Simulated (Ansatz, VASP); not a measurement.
# One calculation of Si2B2C, two programs

The input INCAR:

```
PREC     = Accurate       # precision mode
ENCUT    = 600            # plane-wave cutoff, eV
EDIFF    = 1E-6           # SCF threshold, eV
ISMEAR   = 0              # smearing method
SIGMA    = 0.1            # smearing width, eV
LREAL    = False          # projectors in reciprocal space
LASPH    = True           # aspherical terms in the spheres
NELM     = 80             # most SCF steps
ALGO     = Normal         # electronic algorithm
ISIF     = 3              # what is computed and relaxed
LWAVE    = False          # write WAVECAR
LCHARG   = False          # write CHGCAR
GGA      = PE             # functional
IBRION   = 2              # ionic algorithm
NSW      = 90             # ionic steps
EDIFFG   = -0.04          # ionic threshold
```

Contents of KPOINTS:

```
Automatic mesh
0
Gamma
  6 6 4
```

POSCAR

```
Si2B2C
1.0
    3.2065300700      0.0000000000      0.0000000000
    0.0000000000      3.2065300700      0.0000000000
    0.0000000000      0.0000000000      5.6102071500
Si B C
2 2 1
Direct
    0.0000000000      0.5000000000      0.5000000000
    0.5000000000      0.0000000000      0.5000000000
    0.0000000000      0.0000000000      0.5000000000
    0.5000000000      0.5000000000      0.0000000000
    0.0000000000      0.0000000000      0.0000000000
```

Input for Ansatz:

```yaml
crystal:
  lattice:
    - [3.20653007, 0.0, 0.0]
    - [0.0, 3.20653007, 0.0]
    - [0.0, 0.0, 5.61020715]
  atoms:
    - { symbol: Si, position: [0.0, 0.5, 0.5] }
    - { symbol: Si, position: [0.5, 0.0, 0.5] }
    - { symbol: B, position: [0.0, 0.0, 0.5] }
    - { symbol: B, position: [0.5, 0.5, 0.0] }
    - { symbol: C, position: [0.0, 0.0, 0.0] }
basis:
  ecutwfc: 420
kpoints:
  mp_grid: { grid: [6, 6, 4] }
hamiltonian:
  xc: pbe
scf:
  occupations: { method: gaussian, width: 0.1 }
  lower_state_search: "off"
output:
  forces: true
  stress: true
  eigenvalues: true
relax:
  adjacent_minimum: "off"
  f_tol: 0.04
  max_steps: 70
  cell: { stress_tol: 0.4 }
```

Alike in both runs: task relaxation of cell and atoms; functional PBE; k mesh 6 × 6 × 4; occupations gaussian, width 0.1 eV; no spin polarisation.

```csv
,VASP,Ansatz
version,VASP 6.6.1,Ansatz 0.2.0
potentials or method,"VASP PAW PBE potentials, release 64 (Si, B, C)","scalar-relativistic, plane waves, PAW"
plane-wave cutoff (eV),600,420
valence electrons in the cell,18,18
```

```csv
,VASP,Ansatz,Ansatz less VASP
"gap on the k mesh at the Fermi level, each at its own relaxed structure (eV)",none,none,-
relaxed volume (Å³/atom),10.79,10.88,+0.088
relaxed cell length with the largest relative difference (Å),4.365,4.382,+0.0165
energy change over the relaxation (meV/atom),-2047,-2065,-18.6
```

A gap of «none» marks a metal or a gap that the smearing closes.
